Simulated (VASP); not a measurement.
Input:

```xyz
4
Lattice="2.9220 0.0000 0.0000 -1.4610 2.5305 0.0000 0.0000 0.0000 9.4015" Properties=species:S:1:pos:R:3 pbc="T T T"
Ti     0.0000     0.0000     0.0000
Ti     0.0000     0.0000     4.7008
Ti     0.0000     1.6870     2.3504
Ti     1.4610     0.8435     7.0511
```

Method: PBE GGA, VASP's PBE PAW potentials (set 64) (plane waves; VASP 6.6.1). Numerical set-up: 300 eV cut-off, 9×9×3 Γ-centred mesh, Gaussian smearing of 0.20 eV, potentials Ti_sv.

Task: Give the energies of bands 17 to 27 at the high-symmetry points, in eV from the Fermi level.

Result: 
```tsv
band	Γ	M	K	A	L	H
17	-6.04	-2.61	-1.35	-5.54	-2.33	-1.37
18	-4.25	-2.57	-1.35	-5.54	-2.33	-1.37
19	-4.22	-2.09	-1.28	-2.94	-2.29	-1.16
20	-2.58	-1.85	-1.21	-2.94	-2.29	-1.16
21	0.09	-1.28	-1.21	0.16	-1.49	-1.15
22	0.11	-1.21	-1.07	0.16	-1.49	-1.15
23	0.69	-1.04	-1.07	0.62	-0.22	-1.12
24	0.69	-0.10	-0.97	0.62	-0.22	-1.12
25	0.71	0.08	-0.18	0.82	0.70	0.05
26	0.76	0.64	0.01	0.82	0.70	0.05
27	0.76	1.09	0.01	0.82	0.97	0.08
```

It has no gap at this level: it comes out as a metal or semimetal.

The structure was generated: Ti was put into an ordered model structure, which need not be its known phase. The cell was not relaxed at this level. VASP warned that the highest band is occupied, so more bands are needed.
